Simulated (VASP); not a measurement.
```xyz
2
Lattice="1.8000 -3.1177 0.0000 1.8000 3.1177 0.0000 0.0000 0.0000 5.6900" Properties=species:S:1:pos:R:3 pbc="T T T"
Tb     1.8000     1.0392     1.4225
Tb     1.8000    -1.0392     4.2675
```

All values below come from rev-vdW-DF2, VASP's PBE PAW potentials (set 64) (plane waves; VASP). Settings: 520 eV cut-off, 11×11×6 Γ-centred mesh, first-order Methfessel-Paxton smearing of 0.10 eV, potentials Tb_3.

The 4f electrons are frozen in the core of the lanthanide potential, so 4f levels, which can set the real gap, and their magnetism are missing. Energy and stress use the plane-wave basis of the starting cell.

Problem. The ions, cell shape and volume are relaxed. Give the cell that the relaxation ends in.

Solution. 
```xyz
2
Lattice="1.7903 -3.1008 0.0000 1.7903 3.1008 0.0000 0.0000 0.0000 5.5959" Properties=species:S:1:pos:R:3 pbc="T T T"
Tb     1.7903     1.0336     1.3990
Tb     1.7903    -1.0336     4.1969
```
Space group P6_3/mmc (194), at a tolerance of 0.03 Å.

Problem. How do energy and volume change from the first to the last step?

Solution. The energy (σ→0) changes by -3.8 meV/atom and the volume by -2.7 %, in 6 ionic steps.

The compound is Tb in the hcp structure. This run relaxes it. Symmetry was kept, so distortions that lower it aren't found.
